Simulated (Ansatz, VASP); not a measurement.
## Cross-check of AsC between VASP and Ansatz

One calculation is typed for both programs; each brings its own data sets. How far apart do they land? The cell is taken from a series of runs on this material, whose earlier steps may have relaxed, scaled, displaced or heated it; both programs get it as it stands.

Program: Ansatz 0.2.0. Level of theory: plane waves, with VASP 6.6.1 beside it; relaxation of cell and atoms at PBE. Results are calculated unless marked as measured.

### Step 1. The starting structure

Symmetry: Fmm2, No. 42, orthorhombic system. Conventional cell: a = 3.047 Å, b = 8.625 Å, c = 5.350 Å, α = 90.00°, β = 90.00°, γ = 90.00°. Nearest to As lie 3 C at 1.76 to 1.78 Å. C has 3 As at 1.76 to 1.78 Å nearest. Farther neighbours are not listed.

As a file:

```cif
data_structure
_symmetry_space_group_name_H-M 'P 1'
_symmetry_Int_Tables_number 1
_cell_length_a 5.0748
_cell_length_b 3.0784
_cell_length_c 4.5737
_cell_angle_alpha 80.511
_cell_angle_beta 36.749
_cell_angle_gamma 62.739
_cell_volume 35.15
loop_
_atom_site_label
_atom_site_type_symbol
_atom_site_fract_x
_atom_site_fract_y
_atom_site_fract_z
_atom_site_occupancy
As1 As 0.67270 0.67270 0.32730 1
C2 C 0.00110 0.00110 0.99890 1
```

### Step 2. VASP: relaxation of cell and atoms, PBE

The relaxed volume is the usual yardstick between codes: in a stiff, nearly cubic crystal its relative difference is about their pressure difference at one cell divided by the bulk modulus.

Lines of VASP's logs that name or quote its potential files are left out, and so is its time.

INCAR

```
SYSTEM = AsC
PREC = Accurate
ENCUT = 600
EDIFF = 1E-07
NELM = 120
ISMEAR = -1
SIGMA = 0.05
LREAL = .FALSE.
ALGO = Normal
GGA = PE
NBANDS = 10
LORBIT = 11
LWAVE = .FALSE.
LCHARG = .FALSE.
ISIF = 3
IBRION = 2
NSW = 80
EDIFFG = -0.005
LASPH = .TRUE.
GGA_COMPAT = .FALSE.
NELMIN = 4
KPAR = 2
```

POSCAR

```
AsC
1.0
    0.0000000000      4.3125000000      2.6750000000
    1.5235000000      0.0000000000      2.6750000000
    1.5235000000      4.3125000000      0.0000000000
As C
1 1
Direct
    0.6727000000      0.6727000000      0.3273000000
    0.0011000000      0.0011000000      0.9989000000
```

KPOINTS

```
Automatic mesh
0
Gamma
10 10 10
0 0 0
```

PAW data sets: As and C (PBE family, release 64).

Launch:

```sh
$ mpirun -np 2 vasp_std
```

Numbers of over 12 decimals in the logs are rounded to 6 here.

Output:

```text
[banner, memory and clock lines left out]
running    2 mpi-ranks, on    1 nodes
 distrk:  each k-point on    1 cores,    2 groups
 distr:  one band on    1 cores,    1 groups

 POSCAR found type information on POSCAR AsC
 POSCAR found :  2 types and       2 ions
 LDA part: xc-table for (Slater+PW92), standard interpolation
 POSCAR, INCAR and KPOINTS ok, starting setup
 FFT: planning ... GRIDC
 FFT: planning ... GRID_SOFT
 FFT: planning ... GRID
 WAVECAR not read
 entering main loop
       N       E                     dE             d eps       ncg     rms          rms(c)
DAV:   1     0.281359130404E+02    0.28136E+02   -0.42487E+03  3420   0.819E+02
DAV:   2    -0.974050003768E+01   -0.37876E+02   -0.36762E+02  4650   0.129E+02
DAV:   3    -0.115720254780E+02   -0.18315E+01   -0.18174E+01  4276   0.302E+01
DAV:   4    -0.115877048970E+02   -0.15679E-01   -0.15672E-01  4140   0.315E+00
DAV:   5    -0.115878107715E+02   -0.10587E-03   -0.10587E-03  4154   0.242E-01    0.823E+00
DAV:   6    -0.101578976186E+02    0.14299E+01   -0.59900E+00  3596   0.124E+01    0.314E+00
DAV:   7    -0.101234812136E+02    0.34416E-01   -0.23460E-01  3928   0.341E+00    0.174E+00
DAV:   8    -0.101116945733E+02    0.11787E-01   -0.23333E-02  3800   0.108E+00    0.134E-01
DAV:   9    -0.101117387830E+02   -0.44210E-04   -0.95166E-04  4278   0.210E-01    0.705E-02
DAV:  10    -0.101119792592E+02   -0.24048E-03   -0.28466E-04  3668   0.110E-01    0.369E-02
DAV:  11    -0.101120122230E+02   -0.32964E-04   -0.34099E-05  4148   0.351E-02    0.161E-02
DAV:  12    -0.101120172239E+02   -0.50010E-05   -0.11849E-05  3610   0.229E-02    0.154E-03
DAV:  13    -0.101120172726E+02   -0.48679E-07   -0.18651E-07  4716   0.309E-03
   1 F= -.10112017E+02 E0= -.10109876E+02  d E =-.101120E+02
[... from here on, the cycles between the ionic steps are left out ...]
   2 F= -.10229935E+02 E0= -.10222893E+02  d E =-.117918E+00
   3 F= -.10569902E+02 E0= -.10563744E+02  d E =-.457885E+00
  51 F= -.10643156E+02 E0= -.10638300E+02  d E =-.708389E-04
  52 F= -.10643182E+02 E0= -.10638324E+02  d E =-.255770E-04
  53 F= -.10643215E+02 E0= -.10638356E+02  d E =-.589024E-04
  54 F= -.10643219E+02 E0= -.10638354E+02  d E =-.626956E-04
  55 F= -.10643228E+02 E0= -.10638366E+02  d E =-.714794E-04
  56 F= -.10643250E+02 E0= -.10638434E+02  d E =-.224753E-04
  57 F= -.10643254E+02 E0= -.10638482E+02  d E =-.265618E-04
  58 F= -.10643269E+02 E0= -.10638521E+02  d E =-.141367E-04
  59 F= -.10643284E+02 E0= -.10638589E+02  d E =-.291335E-04
  60 F= -.10643284E+02 E0= -.10638597E+02  d E =-.292327E-04
  61 F= -.10643284E+02 E0= -.10638595E+02  d E =-.292649E-04
 curvature:  -2.29 expect dE=-0.215E-04 dE for cont linesearch -0.374E-08
 trial: gam=-0.15366 g(F)=  0.427E-05 g(S)=  0.513E-05 ort =-0.739E-06 (trialstep = 0.449E+00)
 search vector abs. value=  0.175E-04
 bond charge predicted
       N       E                     dE             d eps       ncg     rms          rms(c)
DAV:   1    -0.106432903128E+02   -0.65362E-05   -0.22855E-04  3474   0.104E-01    0.964E-03
DAV:   2    -0.106432874114E+02    0.29014E-05   -0.11990E-05  4060   0.194E-02    0.382E-03
DAV:   3    -0.106432868559E+02    0.55553E-06   -0.11040E-06  3824   0.629E-03    0.155E-03
DAV:   4    -0.106432868152E+02    0.40732E-07   -0.39574E-07  3780   0.343E-03
  62 F= -.10643287E+02 E0= -.10638585E+02  d E =-.306868E-05
 trial-energy change:   -0.000003  1 .order   -0.000003   -0.000004   -0.000001
 step:   0.6072(harm=  0.6072)  dis= 0.00022  next Energy=   -10.643287 (dE=-0.289E-05)
 reached required accuracy - stopping structural energy minimisation
```

OUTCAR, selected parts (step 2):

```text
ion  position               nearest neighbor table
   1  0.673  0.673  0.327-   2 1.76   2 1.78   2 1.78
   2  0.001  0.001  0.999-   1 1.76   1 1.78   1 1.78

  LATTYP: Found a face centered orthorhombic cell.
 ALAT       =     3.0470000000
 B/A-ratio  =     1.7558254020
 C/A-ratio  =     2.8306531014

 Subroutine GETGRP returns: Found  4 space group operations
 (whereof  4 operations were pure point group operations)

The static configuration has the point symmetry C_2v.

 Found    171 irreducible k-points:

   k-points           NKPTS =    171   k-points in BZ     NKDIM =    171   number of bands    NBANDS=     10

   dimension x,y,z NGX =    42 NGY =   28 NGZ =   40
   dimension x,y,z NGXF=    84 NGYF=   56 NGZF=   80

   ENCUT  =  600.0 eV  44.10 Ry    6.64 a.u.  10.14  6.15  9.13*2*pi/ulx,y,z

   NELECT =       9.0000    total number of electrons

 k-points in reciprocal lattice and weights: Automatic mesh
   0.00000000  0.00000000  0.00000000       0.001
   0.10000000  0.00000000  0.00000000       0.008
   0.20000000  0.00000000  0.00000000       0.008
   0.30000000  0.00000000  0.00000000       0.008
   0.40000000  0.00000000  0.00000000       0.008
   0.50000000  0.00000000  0.00000000       0.004
   0.10000000  0.10000000  0.00000000       0.002
   0.20000000  0.10000000  0.00000000       0.008
   0.30000000  0.10000000 -0.00000000       0.008
[...]
-0.10000000  0.40000000  0.50000000       0.002
   0.00000000  0.50000000  0.50000000       0.001

 average (electrostatic) potential at core
       1 -51.8278       2 -51.9118

 E-fermi :   4.0440

 k-point     1 :       0.0000    0.0000    0.0000
  band No.  band energies     occupation
      1     -12.2773      2.00000
      2      -0.2822      2.00000
      3       0.3742      2.00000
      4       1.1984      2.00000
      5       2.1370      2.00000
      6       7.5016      0.00000
      7       8.5187      0.00000
      8       8.5500      0.00000
      9       9.1447      0.00000
     10      14.8923      0.00000

 k-point     2 :       0.1000    0.0000    0.0000
  band No.  band energies     occupation
      1     -12.1064      2.00000
      2      -0.8313      2.00000
      3       0.2745      2.00000
      4       0.4361      2.00000
      5       2.9504      2.00000
      6       7.7557      0.00000
      7       8.0632      0.00000
      8       8.6905      0.00000
      9       9.4962      0.00000
     10      15.7695      0.00000

 k-point     3 :       0.2000    0.0000    0.0000
  band No.  band energies     occupation
      1     -11.5980      2.00000
      2      -2.3640      2.00000
      3      -0.6516      2.00000
      4       0.6219      2.00000
      5       3.6797      1.99863
      6       7.2975      0.00000
      7       7.7406      0.00000
      8       9.1769      0.00000
      9      11.1407      0.00000
     10      15.0636      0.00000

  Total       -0.0035435      0.0013481      0.0037715      0.0000000      0.0000000      0.0000000
  in kB       -0.1623509      0.0617675      0.1727993      0.0000000      0.0000000      0.0000000
  external PRESSURE =       0.0240720 kB  Pullay stress =       0.0000000 kB

  energy-cutoff  :      600.00
  volume of cell :       34.97
      direct lattice vectors                 reciprocal lattice vectors
     0.000000000  3.584052934  3.122962104    -0.320076934  0.139506868  0.160104408
     1.562124436  0.000000000  3.122962104     0.320076934 -0.139506868  0.160104408
     1.562124436  3.584052934  0.000000000     0.320076934  0.139506868 -0.160104408

 POSITION                                       TOTAL-FORCE (eV/Angst)
 -----------------------------------------------------------------------------------
      1.56212      3.58405      4.22082         0.000000      0.000000     -0.002315
      1.56212      3.58405      6.23360         0.000000      0.000000      0.002315
 -----------------------------------------------------------------------------------
    total drift:                               -0.000001      0.000000     -0.000105

  FREE ENERGIE OF THE ION-ELECTRON SYSTEM (eV)
  ---------------------------------------------------
  free  energy   TOTEN  =       -10.6432868152 eV

  energy  without entropy=      -10.6338836389  energy(sigma->0) =      -10.63858523

 reached required accuracy - stopping structural energy minimisation

 total charge
# of ion       s       p       d       tot
------------------------------------------
    1        1.224   1.435   0.128   2.787
    2        0.912   1.406   0.000   2.317
--------------------------------------------------
tot          2.136   2.840   0.128   5.104

[... 3 further parts left out ...]
```

CONTCAR:

```
AsC
   1.00000000000000
     0.0000000000000000    3.5840529344276124    3.1229621038921165
     1.5621244363143396    0.0000000000000000    3.1229621038921165
     1.5621244363143396    3.5840529344276124    0.0000000000000000
  As              C
     1     1
Direct
     0.6757725536649152    0.6757725536649152    0.3242274463350849
     0.9980274463350851    0.9980274463350851    0.0019725536649150
```

The run keeps the 4 symmetry operations of its start, so it cannot find a distortion of lower symmetry.

### Step 3. Ansatz: relaxation of cell and atoms, PBE

Ansatz runs on its PAW soft_1 files.

The same cell, functional, mesh and smearing now go to Ansatz, which takes its cutoff from its data sets.

input.yaml

```yaml
crystal:
  lattice:
    - [0.0, 4.3125, 2.675]
    - [1.5235, 0.0, 2.675]
    - [1.5235, 4.3125, 0.0]
  atoms:
    - { symbol: As, position: [0.6727, 0.6727, 0.3273] }
    - { symbol: C, position: [0.0011, 0.0011, 0.9989] }
kpoints:
  mp_grid: { grid: [10, 10, 10] }
scf:
  occupations: { method: fermi_dirac, width: 0.05 }
hamiltonian:
  xc: pbe
  pseudopotentials: { kind: paw, azcp: { folder: soft_1 } }
relax:
  f_tol: 0.015
  max_steps: 70
  cell: {}
output:
  forces: true
  stress: true
```

Launch:

```sh
$ ansatz run input.yaml --threads 4 --pin off --max-ram 10240MiB --backend cpu --events-out ev --progress --plain --runs-dir out
```

Output:

```text
Engine: ansatz 0.2.0, x86_64-unknown-linux-gnu
Pseudopotentials: kind: paw
Pseudopotential: As, paw, valence charge 15, recommended cutoff 420 eV (normal), soft_1/As.paw.azcp
Pseudopotential: C, paw, valence charge 4, recommended cutoff 420 eV (normal), soft_1/C.paw.azcp
Functional definition: PBE
  parameter kappa = 0.804
  parameter beta = 0.066725
  exchange = pbe_x(kappa = kappa, mu = beta*pi^2/3)
  correlation = pbe_c(beta = beta)
Crystal: 2 atoms, lattice volume = 35.150 Å³
Basis set: ecut = 420 eV, 687 PW (Γ), exchange–correlation on 72×48×64 points (8 copies of the dense FFT grid, shifted against one another)
Bands: 14, of which v1, the nominal top of the filled ones, is band 10 counted from 1 (9 counted from 0)
Symmetry: 4 space group operations
Space group: Fmm2 (ITA 42), of the structure as read, at distance tolerance 3.3e-5 Å
k-points: 171 of 1000 (time reversal used)
Non-local potential: As, projectors of the file, l = 0: 2, l = 1: 2, l = 2: 3, l = 3: 1
Non-local potential: C, projectors of the file, l = 0: 2, l = 1: 2, l = 2: 1
PAW form: soft (Blöchl's): semilocal exchange-correlation on the pseudo side does not see the compensation charge
PAW one-centre angular grid: As, 590 points (default); XC on 64 Gauss nodes
PAW one-centre angular grid: C, 110 points (default); XC on 64 Gauss nodes
Initial density: superposition of atomic densities (chi_scale 0.1, normalization cell, long waves kept (reshape's long-wave potential 0.00 eV rms))
Initial wavefunctions: pseudopotential atomic-orbital guess
Functional: x = pbe(κ = 0.804, μ = 0.219515), c = pbe(β = 0.066725)
SCF iter   1: F=—  HF=-5104.461040 eV  |F-HF|=—  |Δ(HF+E_count)|=         —  Δρ=9.33e-2  dr2=3.77e0  ethr=3.10e-3  ⟨swp⟩=5.4  Hψ=13955  notcnv=0
preconditioner: auto → LDOS  [metal: Δε(μ)=0.023 eV  Ē_g=14.490 eV  σ=0.050 eV  W_gap=0.11  n_scr=4 (ndim 8)  ℏωp=18.8 eV  f_vac=0.173  D(μ)=0.98/eV (n_scr^D=2)  β→1.0]
SCF iter   2: F=—  HF=-5103.380244 eV  |F-HF|=—  |Δ(HF+E_count)|=    1.08e0  Δρ=1.82e-2  dr2=9.00e-2  ethr=3.10e-3  ⟨swp⟩=3.0  Hψ=5925  notcnv=0
SCF iter   3: F=—  HF=-5103.380581 eV  |F-HF|=—  |Δ(HF+E_count)|=   3.37e-4  Δρ=4.60e-3  dr2=7.33e-3  ethr=4.74e-4  ⟨swp⟩=2.6  Hψ=5372  notcnv=0
SCF iter   4: F=—  HF=-5103.374475 eV  |F-HF|=—  |Δ(HF+E_count)|=   6.11e-3  Δρ=1.83e-3  dr2=1.22e-3  ethr=3.86e-5  ⟨swp⟩=2.1  Hψ=4818  notcnv=0
SCF iter   5: F=—  HF=-5103.373177 eV  |F-HF|=—  |Δ(HF+E_count)|=   1.30e-3  Δρ=3.91e-4  dr2=4.42e-5  ethr=6.40e-6  ⟨swp⟩=2.0  Hψ=4751  notcnv=0
SCF iter   6: F=—  HF=-5103.373185 eV  |F-HF|=—  |Δ(HF+E_count)|=   8.67e-6  Δρ=7.78e-5  dr2=1.37e-6  ethr=2.33e-7  ⟨swp⟩=2.1  Hψ=3228  notcnv=0
SCF iter   7: F=-5103.373188 eV  HF=-5103.373188 eV  |F-HF|=1.50e-7  |Δ(HF+E_count)|=   2.60e-6  Δρ=1.92e-5  dr2=9.50e-8  ethr=5.26e-10  ⟨swp⟩=5.0  Hψ=8707  notcnv=0
SCF 1 converged in 7 iterations: F = -5103.373188 eV  dr2 = 9.50e-8
  greatest PAW one-centre occupation: 0.999 electrons in one spin orbital (limit 2), on the As atom at site 0 (counted from 0), in its partial waves of l = 2
relax step   1: F+E_penalty+E_count = -5103.37318819 eV  Δ(F+E_penalty+E_count) = +0.000e0 eV  max|allowed force component| = 5.969e-1 eV/Å  Δτ_max = 0.0000 Å  P = +20.654 GPa  Ω = 35.150 Å³  (7 SCF iters, dr2 threshold 1.00e-7 eV, accepted)
[...]
relax step  10: F+E_penalty+E_count = -5103.84414122 eV  Δ(F+E_penalty+E_count) = -9.976e-3 eV  max|allowed force component| = 7.502e-3 eV/Å  Δτ_max = 0.0000 Å  P = +0.314 GPa  Ω = 34.688 Å³  stress off target by 8.93e-1 GPa  SCF on the basis re-selected at this cell (its energy is not comparable with the rows above)  (7 SCF iters)
[...]
relax step  11: F+E_penalty+E_count = -5103.84498241 eV  Δ(F+E_penalty+E_count) = -8.412e-4 eV  max|allowed force component| = 2.754e-3 eV/Å  Δτ_max = 0.0013 Å  P = +0.037 GPa  Ω = 34.775 Å³  energy of the carried Pulay correction = -3.285e-5 eV  (5 SCF iters, dr2 threshold 2.00e-7 eV, accepted)
[...]
relax step  12: F+E_penalty+E_count = -5103.84504935 eV  Δ(F+E_penalty+E_count) = -6.694e-5 eV  max|allowed force component| = 6.536e-4 eV/Å  Δτ_max = 0.0010 Å  P = -0.006 GPa  Ω = 34.845 Å³  energy of the carried Pulay correction = -6.967e-5 eV  (5 SCF iters, dr2 threshold 1.16e-7 eV, accepted)
[...]
relax step  13: F+E_penalty+E_count = -5103.84513737 eV  Δ(F+E_penalty+E_count) = -8.802e-5 eV  max|allowed force component| = 8.318e-4 eV/Å  Δτ_max = 0.0000 Å  P = -0.003 GPa  Ω = 34.845 Å³  stress off target by 3.82e-2 GPa  SCF on the basis re-selected at this cell (its energy is not comparable with the rows above)  (5 SCF iters)
basis re-selected at this cell: Δ(F+E_penalty+E_count) = -8.802e-5 eV, ΔP = +0.004 GPa vs the last step (what re-selecting the basis moved, of the pressure what is left beyond the Pulay correction that the steps carried, after the strain that the cell walked since its last selection, with what the two solves' SCF thresholds leave and, on support functions, any second-order correction that the steps lacked; it is no m [...]
SCF converged after 5 iterations
Free energy (F): -5103.845137 eV
Harris-Foulkes:  -5103.845137 eV  (|F-HF|=7.28e-12)
Internal energy: -5103.835350 eV  (E = F + TS)
E sigma→0 (E₀):  -5103.840244 eV
Entropy (-TS):   -0.009787 eV (-4.894 meV/atom)
Fermi energy:    7.610233 eV
--- Per-component energies (eV) ---
  E_band       = -288.144920
  E_kinetic    = 178.514778
  E_local      = -2371.626388  (includes V_loc(G=0)·N_el)
  E_nonlocal   = -367.102831
  E_hartree    = 1261.298225
  E_xc         = -115.309743
  E_vxc        = -128.922609  (∫ρ·V_xc dr)
  E_paw        = -2114.198220  (= ΣΔE_a)
  E_vpaw       = -121.604251  (= ΣTr[D̂ρ^β])
  E_aug_tail   = 0.000010  (compensation charges beyond the density's cutoff)
  E_ewald      = -1575.411182
  E_smearing   = -0.009787  (= −TS)
  E_closure    = 0.000000  (closes the sum)
  Σ components = -5103.845137   (vs F -5103.845137, Δ=0.00e0)
--- Forces (eV/Å), atoms counted from 1 ---
  atom   1  As    -0.00000000    -0.00000000    -0.00083225
  atom   2  C      0.00000000    -0.00000000     0.00083144
  max |Σ_I F_I| component: 8.13e-7 eV/Å
--- Stress (GPa, compression-positive) ---
       -0.038214      -0.000000      -0.000000
       -0.000000       0.011059      -0.000000
       -0.000000      -0.000000       0.018768
  P = ⅓ Tr σ = -0.0028 GPa (-0.028 kbar)
--- Relaxed structure (11 steps of the walk, 11 accepted, 2 SCFs on fresh bases) ---
  F+E_penalty+E_count = -5103.84513737 eV   max|allowed force component| = 8.318e-4 eV/Å   (the final SCF, on the basis selected at the relaxed cell)
  cell:  # Å, volume = 34.8450 Å³
    - [0, 3.588421, 3.112924]
    - [1.559693, -6.225174049020864e-19, 3.112924]
    - [1.559693, 3.588421, -1.0035911434169633e-18]
  atoms:
    - { symbol: As, position: [0.675594, 0.675594, 0.324406] }
    - { symbol: C, position: [-0.00179359, -0.00179359, 1.001794] }
```

### Step 4. Side by side

Known differences besides the potentials themselves: the data sets hold 19 valence electrons in Ansatz (on its PAW soft_1 files) and 9 in VASP; the cutoff is 420 eV in Ansatz and 600 eV in VASP; Ansatz adds a Pulay correction to the stress that steers its cell, VASP none. Total energies have different zeros and are not compared.

Compared:

```csv
quantity,Ansatz,VASP,difference
volume (Å³),34.85,34.97,-0.36 %
"edge a after relaxation, in the typed setting (Å)",4.750,4.754,-0.07 %
"edge b after relaxation, in the typed setting (Å)",3.482,3.492,-0.29 %
"edge c after relaxation, in the typed setting (Å)",3.913,3.910,+0.08 %
```

### Step 5. What came out

* difference in volume (relaxation of cell and atoms, PBE): -0.36 %

The difference in volume is -0.36 % (relaxation of cell and atoms, PBE), within the 1.2 % picked in this series as the mark of a large difference, as far as the stopping tolerances let one tell. The data sets hold unlike numbers of valence electrons (19 in Ansatz and 9 in VASP), so part of the differences comes from the potentials. 1 further run of this series is not shown here. Such differences can come from data sets, numerical settings and the points named under the comparisons, not from the functional's error against experiment.

[Lines on the potential files, build, host, timing and source positions are cut from VASP's logs without a mark.]

[Logs are printed without paths, hosts, clocks, repeated set-up lines and the standing remarks that a program may print on its own settings, such as how far it seeks lower states.]

[Hosts, paths, dates, database ids (printed as entryN), source tags and the programs' standing remarks are cut or masked in the printed files.]
